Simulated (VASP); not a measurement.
VASP runs on Hf (hcp) share one base input (PBE GGA, plane waves, VASP's PBE PAW potentials (set 64)) and change the settings named in each case.

**POSCAR**
```
Hf
1
    1.5950000000    -2.7626210000     0.0000000000
    1.5950000000     2.7626210000     0.0000000000
    0.0000000000     0.0000000000     5.0500000000
Hf
2
Direct
  0.3333330000   0.6666670000   0.2500000000
  0.6666670000   0.3333330000   0.7500000000
```

KPOINTS:
```
Automatic
0
gamma
11 11 6
```

### INCAR
```
ALGO  =  Normal
EDIFF  =  1E-7
ENCUT  =  550
GGA  =  PE
ISIF  =  2
ISMEAR  =  1
LASPH  =  .True.
LCHARG  =  .False.
LMAXMIX  =  6
LREAL  =  .False.
LWAVE  =  .False.
NELM  =  100
PREC  =  Accurate
SIGMA  =  0.1
SYSTEM  =  Hf
```

POTCAR, in this order: Hf_pv (PBE.64 set). Program: vasp_std.

```csv
change,E(σ→0) (eV/atom),−TS (eV),electronic steps
base run,-9.9223,-0.0024,13
"NBANDS = 11, NEDOS = 601",[?],[?],17
"NBANDS = 12, NEDOS = 601",-9.9223,-0.0024,13
"NBANDS = 14, NEDOS = 601",-9.9223,-0.0024,13
"NBANDS = 18, NEDOS = 601",-9.9223,-0.0024,13
"NBANDS = 26, NEDOS = 601",-9.9223,-0.0024,13
"NBANDS = 42, NEDOS = 601",-9.9223,-0.0024,13
"NBANDS = 74, NEDOS = 601",-9.9223,-0.0024,13
"NBANDS = 138, NEDOS = 601",-9.9223,-0.0024,12
```

Question: Fill in the missing entries.

Answer: 
- NBANDS = 11, NEDOS = 601, E(σ→0) (eV/atom): -9.9171
- NBANDS = 11, NEDOS = 601, −TS (eV): 0.0003

Gaps are read on the run's mesh, which can miss a band edge. Unless said otherwise, spin-orbit coupling is left out, though it shifts the bands of the heavy elements here.

Left out are runs that ran out of time, are held back, or changed the cell or the kind of run, fixed moments of cells without a moment, rows past the twelfth, gaps on odd meshes, pressures of charged cells and columns that move by less than the noise.

The compound is Hf in the hcp structure. The cell was not relaxed at this level.
